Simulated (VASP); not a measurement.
A convergence study with VASP on RbCl: one setting is varied, all else stays as given below, so the limit is that of these other settings.

```xyz
8
Lattice="4.6295 0.0000 0.0000 -4.6295 4.6295 0.0000 0.0000 0.0000 23.8207" Properties=species:S:1:pos:R:3 pbc="T T T"
Cl    -2.3147     2.3147    10.2736
Cl     0.0000     0.0000     7.0000
Cl    -2.3147     2.3147    16.8207
Cl     0.0000     0.0000    13.5471
Rb     0.0000     0.0000    10.2736
Rb    -2.3147     2.3147     7.0000
Rb     0.0000     0.0000    16.8207
Rb    -2.3147     2.3147    13.5471
```

These are PBE GGA, VASP's PBE PAW potentials (set 64) (plane waves; VASP 6.6.1) values and carry that method's errors. The tightest run used: 300 eV cut-off, 19×19×1 Γ-centred mesh, Fermi-Dirac smearing of 0.010 eV, potentials Cl Rb_sv.

Gaps are read on the run's mesh, which can miss a band edge.

```json
[
 {"setting": "2×2×1 mesh", "E (eV/atom)": "-3.2876", "gap on the mesh (eV)": "4.802", "irreducible k-points": "3"},
 {"setting": "3×3×1 mesh", "E (eV/atom)": "-3.2974", "gap on the mesh (eV)": "4.820", "irreducible k-points": "3"},
 {"setting": "4×4×1 mesh", "E (eV/atom)": "-3.2978", "gap on the mesh (eV)": "4.821", "irreducible k-points": "6"}
]
```

Task: These are the cheaper rows. Estimate the results at 19×19×1 mesh, and how far the last row shown lies from them.

Result: 
| quantity | tightest run | last row shown is off by |
|---|---|---|
| E (eV/atom) | -3.2978 | 0.0000 |
| gap on the mesh (eV) | 4.821 | 0.000 |

Left out are rungs that failed or repeat a setting and relaxations that didn't move; long series are thinned to 24 rows.

The cell is a sheet or thin cut with vacuum, built from a generated structure.
